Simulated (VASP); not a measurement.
VASP ran on this input.

INCAR:
```
LREAL  =  F   ! projection in real space or not
EDIFF  =  1E-6   ! SCF stop (eV)
LMAXMIX  =  4
LASPH  =  T   ! aspherical one-centre terms
ENCUT  =  400   ! plane-wave cut-off (eV)
LCHARG  =  F
NSW  =  60   ! most ionic steps
PREC  =  Accurate
ISIF  =  3   ! ions, shape and volume
SIGMA  =  0.05
SYSTEM  =  CsI
ALGO  =  Normal   ! blocked Davidson
GGA  =  PE   ! PBE
NELM  =  100
IBRION  =  2   ! conjugate gradients
EDIFFG  =  -0.01
ISMEAR  =  0   ! Gaussian
LWAVE  =  F
```

File KPOINTS:
```
K-points
0
G
  5 5 5
0 0 0
```

POSCAR:
```
CsI
1
    4.5700000000     0.0000000000     0.0000000000
    0.0000000000     4.5700000000     0.0000000000
    0.0000000000     0.0000000000     4.5700000000
Cs I
1 1
Direct
  0.0000000000   0.0000000000   0.0000000000
  0.5000000000   0.5000000000   0.5000000000
```

POTCAR, in this order: Cs_sv I (PBE.64 set). Program: vasp_std.

Problem. Write an equivalent input for Quantum ESPRESSO's pw.x.

Solution. One equivalent input (not run):
```
&CONTROL
  calculation = 'vc-relax'
  pseudo_dir = './pseudo'
  outdir = './out'
  tprnfor = .true.
  tstress = .true.
  nstep = 60
  forc_conv_thr = 0.00039
/
&SYSTEM
  ibrav = 0
  nat = 2
  ntyp = 2
  ecutwfc = 70
  occupations = 'smearing'
  smearing = 'gaussian'
  degauss = 0.003675
  input_dft = 'pbe'
/
&ELECTRONS
  conv_thr = 7.3e-08
  electron_maxstep = 100
/
&IONS
/
&CELL
/
ATOMIC_SPECIES
  Cs 132.905 Cs.upf
  I 126.904 I.upf
CELL_PARAMETERS angstrom
     4.5700000    0.0000000    0.0000000
     0.0000000    4.5700000    0.0000000
     0.0000000    0.0000000    4.5700000
ATOMIC_POSITIONS crystal
  Cs   0.0000000  0.0000000  0.0000000
  I    0.5000000  0.5000000  0.5000000
K_POINTS automatic
  5 5 5 0 0 0
```
The two are equivalent in intent, not identical: the potentials are each code's own (VASP's PAW set, PseudoDojo norm-conserving files in pw.x), so ENCUT and ecutwfc are chosen apart and not converted; conv_thr bounds pw.x's estimated SCF error, while EDIFF bounds the energy change between steps; forc_conv_thr acts on force components and is met together with etot_conv_thr.

The compound is CsI in the CsCl type structure. This run relaxes it. Symmetry was kept, so distortions that lower it aren't found.
